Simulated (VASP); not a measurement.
These are LDA (Ceperley-Alder, Perdew-Zunger), VASP's LDA PAW potentials (set 64) (plane waves; VASP 6.6.1) values and carry that method's errors.

VASP ran on this input.

**INCAR**
```
! general
SYSTEM = MgB2
PREC   = Accurate
ENCUT  = 520   ! plane-wave cut-off (eV)
LREAL  = .False.   ! projection in real space or not
LASPH  = .True.

! electronic loop
EDIFF  = 1E-7
NELM   = 100   ! most electronic steps
ALGO   = Normal   ! blocked Davidson

! smearing
ISMEAR = -5

! ions
ISIF   = 2   ! forces and stress, cell fixed

! output
LWAVE  = .False.
LCHARG = .True.
LORBIT = 11   ! lm-projected
NEDOS  = 601   ! DOS grid

! other
LEFG   = .True.
```

### KPOINTS
```
Automatic mesh
0
Gamma
13 13 10
0 0 0
```

### POSCAR
```
MgB2
6.8602480
  0.2215010750  -0.3836510470   0.0000000000
  0.2215010750   0.3836510470   0.0000000000
  0.0000000000   0.0000000000   0.5000000349
Mg B
1 2
Cartesian
  0.0000000000   0.0000000000   0.0000000000
  0.2215010750   0.1278839381   0.2500000174
  0.2215010750  -0.1278839381   0.2500000174
```

POTCAR, in this order: Mg B (LDA.64 set). Program: vasp_std.

Q: What will the output report for the number of irreducible k-points (NKPTS), number of bands (NBANDS), largest plane-wave count, number of space-group operations, FFT grid (NGX, NGY, NGZ)?

A: 
```json
{
 "number of irreducible k-points (NKPTS)": "126",
 "number of bands (NBANDS)": "8",
 "largest_plane_wave_count": "763",
 "number_of_space_group_operations": "24",
 "FFT grid (NGX, NGY, NGZ)": "24 × 24 × 28"
}
```

The compound is MgB2 in the AlB2 type structure. It was relaxed first, which changed the volume by -6 %.
